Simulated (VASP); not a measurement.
# Energy against moment in zigzag W chain, bond 2.672 A

Aim: the energy of zigzag W chain, bond 2.672 A as a function of its total moment.

Calculated with VASP 6.6.1; LDA, spin-polarised from a ferromagnetic start; plane waves and PAW (W), in the first sound run; inputs show where later runs differ.

## Step 1: Starting point

The cell holds 2 atoms: 2 W. Cell: a = 12.000 Å, b = 12.000 Å, c = 3.206 Å, α = 90.0°, β = 90.0°, γ = 90.0°. model lattice. Vacuum lies along a and b. The structure's axis is c.

As a file:

```cif
data_structure
_symmetry_space_group_name_H-M 'P 1'
_symmetry_Int_Tables_number 1
_cell_length_a 12.0000
_cell_length_b 12.0000
_cell_length_c 3.2064
_cell_angle_alpha 90.000
_cell_angle_beta 90.000
_cell_angle_gamma 90.000
_cell_volume 461.72
loop_
_atom_site_label
_atom_site_type_symbol
_atom_site_fract_x
_atom_site_fract_y
_atom_site_fract_z
_atom_site_occupancy
W1 W 0.41093 0.50000 0.00000 1
W2 W 0.58907 0.50000 0.50000 1
```

## Step 2: Free moment

The unconstrained run shows the moment that this start leads to, and gives an energy to count from.

Input file INCAR:

```
SYSTEM = W
PREC = Normal
ENCUT = 350
EDIFF = 1E-06
NELM = 150
ISMEAR = 1
SIGMA = 0.1
LREAL = .FALSE.
ALGO = Normal
GGA = CA
NBANDS = 15
ISPIN = 2
MAGMOM = 1 1
LASPH = .TRUE.
LMAXMIX = 4
LORBIT = 11
LWAVE = .FALSE.
LCHARG = .FALSE.
KPAR = 2
AMIX = 0.2
BMIX = 1E-04
AMIX_MAG = 0.8
BMIX_MAG = 1E-04
NEDOS = 1500
```

Input file POSCAR:

```
W
1.0
   12.0000000000      0.0000000000      0.0000000000
    0.0000000000     12.0000000000      0.0000000000
    0.0000000000      0.0000000000      3.2064000000
W
2
Direct
    0.4109333333      0.5000000000      0.0000000000
    0.5890666667      0.5000000000      0.5000000000
```

Input file KPOINTS:

```
Automatic mesh
0
Gamma
1 1 19
0 0 0
```

PAW data sets: W (LDA family, release 64).

Launch:

```
> mpirun -np 2 vasp_std
```

What it wrote:

```text
[banner, memory and clock lines left out]
running    2 mpi-ranks, on    1 nodes
 distrk:  each k-point on    1 cores,    2 groups
 distr:  one band on    1 cores,    1 groups

 POSCAR found type information on POSCAR W
 POSCAR found :  1 types and       2 ions
 LDA part: xc-table for (Slater(with rela. corr.)+CA(PZ))
 , standard interpolation
 POSCAR, INCAR and KPOINTS ok, starting setup
 FFT: planning ... GRIDC
 FFT: planning ... GRID_SOFT
 FFT: planning ... GRID
 WAVECAR not read
 entering main loop
       N       E                     dE             d eps       ncg     rms          rms(c)
DAV:   1     0.380627730927E+02    0.38063E+02   -0.21859E+03   600   0.344E+02
DAV:   2    -0.937523206552E+01   -0.47438E+02   -0.43079E+02  1177   0.567E+01
DAV:   3    -0.188217539077E+02   -0.94465E+01   -0.89064E+01   876   0.342E+01
DAV:   4    -0.191142940841E+02   -0.29254E+00   -0.28892E+00   715   0.775E+00
DAV:   5    -0.191212737670E+02   -0.69797E-02   -0.69704E-02   951   0.992E-01    0.130E+01
DAV:   6    -0.177656281358E+02    0.13556E+01   -0.17150E+00   740   0.507E+00    0.834E+00
DAV:   7    -0.170849542263E+02    0.68067E+00   -0.29487E+00   747   0.712E+00    0.153E+00
DAV:   8    -0.170629600910E+02    0.21994E-01   -0.22816E-01   760   0.165E+00    0.727E-01
DAV:   9    -0.170588088399E+02    0.41513E-02   -0.95396E-03   801   0.366E-01    0.483E-01
DAV:  10    -0.170541709292E+02    0.46379E-02   -0.13117E-02   844   0.483E-01    0.983E-02
DAV:  11    -0.170541041671E+02    0.66762E-04   -0.81216E-04   851   0.107E-01    0.422E-02
DAV:  12    -0.170540735232E+02    0.30644E-04   -0.11504E-04   747   0.417E-02    0.207E-02
DAV:  13    -0.170540716722E+02    0.18510E-05   -0.20502E-05   783   0.141E-02    0.128E-02
DAV:  14    -0.170540725216E+02   -0.84941E-06   -0.72335E-06   713   0.645E-03
   1 F= -.17054073E+02 E0= -.17054036E+02  d E =-.108288E-03  mag=    -0.0001
```

It took 8.6 s on 2 MPI ranks of Intel Xeon 6975P-C (Granite Rapids), shared host; peak memory 0.42 GiB.

Lines that name or quote the potential files are left out of all logs, and their timing lines are given in words.

Parts of OUTCAR (step 2):

```text
ion  position               nearest neighbor table
   1  0.411  0.500  0.000-   2 2.67   2 2.67
   2  0.589  0.500  0.500-   1 2.67   1 2.67

  LATTYP: Found a simple tetragonal cell.
 ALAT       =    12.0000000000
 C/A-ratio  =     0.2672000000

 Subroutine GETGRP returns: Found  8 space group operations
 (whereof  4 operations were pure point group operations)

The static configuration has the point symmetry C_2v.
 The point group associated with its full space group is D_2h.

 Found     10 irreducible k-points:

   k-points           NKPTS =     10   k-points in BZ     NKDIM =     10   number of bands    NBANDS=     15

   dimension x,y,z NGX =    56 NGY =   56 NGZ =   16
   dimension x,y,z NGXF=   112 NGYF=  112 NGZF=   32

   ENCUT  =  350.0 eV  25.72 Ry    5.07 a.u.  18.31 18.31  4.89*2*pi/ulx,y,z

   NELECT =      12.0000    total number of electrons

 k-points in reciprocal lattice and weights: Automatic mesh
   0.00000000  0.00000000  0.00000000       0.053
   0.00000000  0.00000000  0.05263158       0.105
   0.00000000  0.00000000  0.10526316       0.105
   0.00000000  0.00000000  0.15789474       0.105
   0.00000000  0.00000000  0.21052632       0.105
   0.00000000  0.00000000  0.26315789       0.105
   0.00000000  0.00000000  0.31578947       0.105
   0.00000000  0.00000000  0.36842105       0.105
   0.00000000  0.00000000  0.42105263       0.105
   0.00000000  0.00000000  0.47368421       0.105

 average (electrostatic) potential at core
       1 -50.1007       2 -50.1007

 E-fermi :  -3.5369

 spin component 1
 k-point     1 :       0.0000    0.0000    0.0000
  band No.  band energies     occupation
    ...
      2      -7.0047      1.00000
      3      -5.0264      1.00000
      4      -4.6340      1.00000
      5      -4.5519      1.00000
      6      -4.1560      1.00000
      7      -3.1424     -0.00000
      8      -3.1382     -0.00000
      9      -3.0105     -0.00000
     10      -2.9715     -0.00000
     11      -2.1426     -0.00000
    ...

 k-point     2 :       0.0000    0.0000    0.0526
  band No.  band energies     occupation
    ...
      2      -6.9319      1.00000
      3      -5.0221      1.00000
      4      -4.7343      1.00000
      5      -4.6129      1.00000
      6      -3.9839      1.00000
      7      -3.3558     -0.01401
      8      -3.1205     -0.00000
      9      -2.9711     -0.00000
     10      -2.7854     -0.00000
     11      -2.3578     -0.00000
    ...

 k-point     3 :       0.0000    0.0000    0.1053
  band No.  band energies     occupation
    ...
      3      -5.0206      1.00000
      4      -5.0129      1.00000
      5      -4.5516      1.00000
      6      -3.7347      1.00857
      7      -3.6583      1.03544
      8      -3.0647     -0.00000
      9      -2.8467     -0.00000
     10      -2.6448     -0.00000
     11      -2.5746     -0.00000
     12      -1.8764     -0.00000
    ...

 k-point     4 :       0.0000    0.0000    0.1579
  band No.  band energies     occupation
    ...
      2      -6.3717      1.00000
      3      -5.2907      1.00000
      4      -5.0090      1.00000
      5      -4.4578      1.00000
      6      -3.9709      1.00000
      7      -3.5324      0.46240
      8      -3.0309     -0.00000
      9      -2.8892     -0.00000
     10      -2.6310     -0.00000
     11      -2.4066     -0.00000
    ...

 k-point     5 :       0.0000    0.0000    0.2105
  band No.  band energies     occupation
    ...
      2      -5.9484      1.00000
      3      -5.4827      1.00000
      4      -5.0243      1.00000
      5      -4.3478      1.00000
      6      -4.2754      1.00000
      7      -3.3890     -0.02858
      8      -3.1570     -0.00000
      9      -3.0595     -0.00000
     10      -2.3608     -0.00000
     11      -2.3399     -0.00000
    ...

 k-point     6 :       0.0000    0.0000    0.2632
  band No.  band energies     occupation
    ...
      2      -5.8362      1.00000
      3      -5.2191      1.00000
      4      -5.0679      1.00000
      5      -4.5563      1.00000
      6      -4.2536      1.00000
      7      -3.3574     -0.01462
      8      -3.2935     -0.00155
      9      -3.1366     -0.00000
     10      -2.2324     -0.00000
     11      -2.1996     -0.00000
    ...

  Total      -16.5569493     -0.0717115    -14.2211430      0.0000000      0.0000000      0.0000000
  in kB      -57.4527351     -0.2488395    -49.3474702      0.0000000      0.0000000      0.0000000
  external PRESSURE =     -35.6830149 kB  Pullay stress =       0.0000000 kB

  energy-cutoff  :      350.00
  volume of cell :      461.72
      direct lattice vectors                 reciprocal lattice vectors
    12.000000000  0.000000000  0.000000000     0.083333333  0.000000000  0.000000000
     0.000000000 12.000000000  0.000000000     0.000000000  0.083333333  0.000000000
     0.000000000  0.000000000  3.206400000     0.000000000  0.000000000  0.311876248

 POSITION                                       TOTAL-FORCE (eV/Angst)
 -----------------------------------------------------------------------------------
      4.93120      6.00000      0.00000         7.719592      0.000000      0.000000
      7.06880      6.00000      1.60320        -7.719592      0.000000      0.000000
 -----------------------------------------------------------------------------------
    total drift:                                0.000000     -0.000000      0.000000

  FREE ENERGIE OF THE ION-ELECTRON SYSTEM (eV)
  ---------------------------------------------------
  free  energy   TOTEN  =       -17.0540725216 eV

  energy  without entropy=      -17.0539642336  energy(sigma->0) =      -17.05403643

 total charge
# of ion       s       p       d       tot
------------------------------------------
    1        0.677   0.200   3.794   4.672
    2        0.677   0.200   3.794   4.672
--------------------------------------------------
tot          1.355   0.400   7.589   9.344

 magnetization (x)
# of ion       s       p       d       tot
------------------------------------------
    1       -0.000  -0.000  -0.001  -0.001
    2       -0.000  -0.000  -0.001  -0.001
--------------------------------------------------
tot         -0.000  -0.000  -0.001  -0.001

[... 6 further parts left out ...]
```

The data set W keeps the semicore shell frozen, which is cheaper and a little less accurate.

Numbers from this step:

```yaml
electronic_cycles: 14
electrons: 12
free_energy_toten: -17.05 eV
fermi_energy: -3.537 eV
labelled_metallic_from_the_levels_on_this_mesh: yes
dos_at_the_fermi_level: 4.255 states/eV/cell
```

Spin moment in the PAW sphere by atom:

```csv
atom,spin moment in the PAW sphere (μB)
W1,-0.0010
W2,-0.0010
```

The density of states has structure finer than the step of the table below, so its rows give means over 0.5 eV, whole bins alone (the curve runs from -5.79 to 6.53 eV). Peaks (eV: height): total -1.71: 9.17, -1.50: 11.9, 0.44: 14.5, 1.22: 10.0; W s -4.75: 1.21, -4.55: 0.887, -3.40: 1.06, -2.53: 1.27; W p 0.44: 0.575, 1.22: 0.609, 2.74: 0.675, 3.07: 0.685; W d -1.71: 6.75, -1.50: 9.22, 0.44: 10.5, 1.26: 6.89.

Means over bins of 0.042 eV. Table of density of states by energy, zero at the Fermi level; means over each step; values in states/eV/cell:

```csv
energy (eV),total,W s,W p,W d
-5.5,0,0,0,0
-5.0,0.350,0.185,0.00815,0.0396
-4.5,0.918,0.491,0.0318,0.103
-4.0,0.718,0.361,0.0429,0.0785
-3.5,1.17,0.298,0.0535,0.517
-3.0,1.18,0.245,0.0706,0.615
-2.5,3.73,0.512,0.191,2.64
-2.0,1.09,0.0823,0.0119,0.764
-1.5,6.22,0.0918,0.131,4.75
-1.0,3.70,0.0787,0.0593,2.78
-0.5,3.39,0.250,0.138,1.93
0.0,4.73,0.322,0.216,2.85
0.5,8.75,0.159,0.281,6.32
1.0,5.03,0.00885,0.228,3.54
1.5,3.52,0.0195,0.270,2.17
2.0,1.92,0.0327,0.213,0.965
2.5,2.06,0.0485,0.292,0.824
3.0,1.62,0.0166,0.270,0.620
3.5,1.19,0.00667,0.0822,0.530
4.0,1.52,0.106,0.0890,0.472
4.5,3.36,0.165,0.224,0.630
5.0,2.56,0.0345,0.280,0.420
5.5,1.30,0.0915,0.175,0.178
6.0,0.00436,0,0,0
```

Force by atom:

```csv
atom,x (eV/Å),y (eV/Å),z (eV/Å),size
W1,7.72,0.00,0.00,7.72
W2,-7.72,0.00,0.00,7.72
```

The density of states holds every band computed, so its fall toward the upper end of the range is no gap.

## Step 3: Fixed spin moment, fixed moment 0

This step: LDA, spin-polarised, total moment fixed; plane waves and PAW (W) (VASP 6.6.1).

NUPDOWN fixes the difference of up and down electrons.

INCAR, as its differences from that of step 2:

```diff
@@ -12,3 +12,3 @@
 ISPIN = 2
-MAGMOM = 1 1
+MAGMOM = 0 0
 LASPH = .TRUE.
@@ -23,2 +23,2 @@
 BMIX_MAG = 1E-04
-NEDOS = 1500
+NUPDOWN = 0
```

POSCAR is that of step 2.

KPOINTS is that of step 2.

Launch:

```
> mpirun -np 2 vasp_std
```

What it wrote:

```text
[... set-up lines as in an earlier step ...]
 entering main loop
       N       E                     dE             d eps       ncg     rms          rms(c)
DAV:   1     0.378905821961E+02    0.37891E+02   -0.23018E+03   600   0.361E+02
DAV:   2    -0.964617812149E+01   -0.47537E+02   -0.42926E+02  1177   0.567E+01
DAV:   3    -0.190003348067E+02   -0.93542E+01   -0.88705E+01   891   0.341E+01
DAV:   4    -0.192856331918E+02   -0.28530E+00   -0.28154E+00   715   0.758E+00
DAV:   5    -0.192922854128E+02   -0.66522E-02   -0.66388E-02   973   0.965E-01    0.128E+01
DAV:   6    -0.177893180138E+02    0.15030E+01   -0.17581E+00   740   0.513E+00    0.826E+00
DAV:   7    -0.170936148392E+02    0.69570E+00   -0.30745E+00   719   0.725E+00    0.140E+00
DAV:   8    -0.170634585150E+02    0.30156E-01   -0.25690E-01   774   0.177E+00    0.741E-01
DAV:   9    -0.170599587397E+02    0.34998E-02   -0.25149E-02   772   0.524E-01    0.450E-01
DAV:  10    -0.170541886688E+02    0.57701E-02   -0.17867E-02   747   0.559E-01    0.924E-02
DAV:  11    -0.170541074449E+02    0.81224E-04   -0.48806E-04   805   0.990E-02    0.444E-02
DAV:  12    -0.170541035588E+02    0.38861E-05   -0.19389E-04   784   0.525E-02    0.344E-02
DAV:  13    -0.170540749750E+02    0.28584E-04   -0.65224E-05   768   0.359E-02    0.981E-03
DAV:  14    -0.170540730695E+02    0.19055E-05   -0.14392E-05   830   0.165E-02    0.379E-03
DAV:  15    -0.170540727065E+02    0.36299E-06   -0.13842E-06   540   0.494E-03
   1 F= -.17054073E+02 E0= -.17054034E+02  d E =-.115648E-03  mag=    -0.0000
```

Run time: 9.4 s. Hardware: 2 MPI ranks; peak memory 0.42 GiB.

From OUTCAR (step 3):

```text
 Found     10 irreducible k-points:

   NELECT =      12.0000    total number of electrons

 E-fermi :  -3.5359

 spin component 1
 k-point     1 :       0.0000    0.0000    0.0000
  band No.  band energies     occupation
    ...
      2      -7.0040      1.00000
      3      -5.0254      1.00000
      4      -4.6336      1.00000
      5      -4.5505      1.00000
      6      -4.1556      1.00000
      7      -3.1413     -0.00000
      8      -3.1374     -0.00000
      9      -3.0098     -0.00000
     10      -2.9704     -0.00000
     11      -2.1425     -0.00000
    ...

 k-point     2 :       0.0000    0.0000    0.0526
  band No.  band energies     occupation
    ...
      2      -6.9312      1.00000
      3      -5.0211      1.00000
      4      -4.7331      1.00000
      5      -4.6124      1.00000
      6      -3.9834      1.00000
      7      -3.3549     -0.01404
      8      -3.1194     -0.00000
      9      -2.9703     -0.00000
     10      -2.7844     -0.00000
     11      -2.3574     -0.00000
    ...

 k-point     3 :       0.0000    0.0000    0.1053
  band No.  band energies     occupation
    ...
      3      -5.0195      1.00000
      4      -5.0119      1.00000
      5      -4.5511      1.00000
      6      -3.7342      1.00843
      7      -3.6574      1.03544
      8      -3.0636     -0.00000
      9      -2.8458     -0.00000
     10      -2.6442     -0.00000
     11      -2.5736     -0.00000
     12      -1.8756     -0.00000
    ...

 k-point     4 :       0.0000    0.0000    0.1579
  band No.  band energies     occupation
    ...
      2      -6.3709      1.00000
      3      -5.2896      1.00000
      4      -5.0080      1.00000
      5      -4.4573      1.00000
      6      -3.9700      1.00000
      7      -3.5320      0.46730
      8      -3.0297     -0.00000
      9      -2.8885     -0.00000
     10      -2.6301     -0.00000
     11      -2.4056     -0.00000
    ...

  Total      -16.5654259     -0.0901924    -14.2363149      0.0000000      0.0000000      0.0000000
  in kB      -57.4821491     -0.3129683    -49.4001168      0.0000000      0.0000000      0.0000000
  external PRESSURE =     -35.7317448 kB  Pullay stress =       0.0000000 kB

 POSITION                                       TOTAL-FORCE (eV/Angst)
 -----------------------------------------------------------------------------------
      4.93120      6.00000      0.00000         7.718854      0.000000      0.000000
      7.06880      6.00000      1.60320        -7.718854      0.000000      0.000000
 -----------------------------------------------------------------------------------
    total drift:                                0.000000     -0.000000      0.000000

  FREE ENERGIE OF THE ION-ELECTRON SYSTEM (eV)
  ---------------------------------------------------
  free  energy   TOTEN  =       -17.0540727065 eV

  energy  without entropy=      -17.0539570586  energy(sigma->0) =      -17.05403416

 total charge
# of ion       s       p       d       tot
------------------------------------------
    1        0.677   0.200   3.794   4.672
    2        0.677   0.200   3.794   4.672
--------------------------------------------------
tot          1.355   0.400   7.588   9.344

 magnetization (x)
# of ion       s       p       d       tot
------------------------------------------
    1       -0.000   0.000  -0.000  -0.000
    2       -0.000   0.000  -0.000  -0.000
--------------------------------------------------
tot         -0.000   0.000  -0.000  -0.000

[... 9 parts as in an earlier step ...]

[... 4 further parts left out ...]
```

Numbers from this step:

- electronic cycles: 15

Force by atom:

```csv
atom,x (eV/Å),y (eV/Å),z (eV/Å),size
W1,7.72,0.00,0.00,7.72
W2,-7.72,0.00,0.00,7.72
```

Energy at zero smearing: -17.05403 eV.

[end of part 1 of 3]

[Lines on the potential files, build, host, timing and source positions are cut from VASP's logs without a mark.]

[Logs are printed without paths, hosts, clocks, repeated set-up lines and the standing remarks that a program may print on its own settings, such as how far it seeks lower states.]

[Hosts, paths, dates, database ids (printed as entryN), source tags and the programs' standing remarks are cut or masked in the printed files.]

[In band tables of VASP the shares of atoms and orbitals are scaled to a sum of 1 inside the atoms' spheres.]

[Runs that stopped without an error message from VASP are left out.]
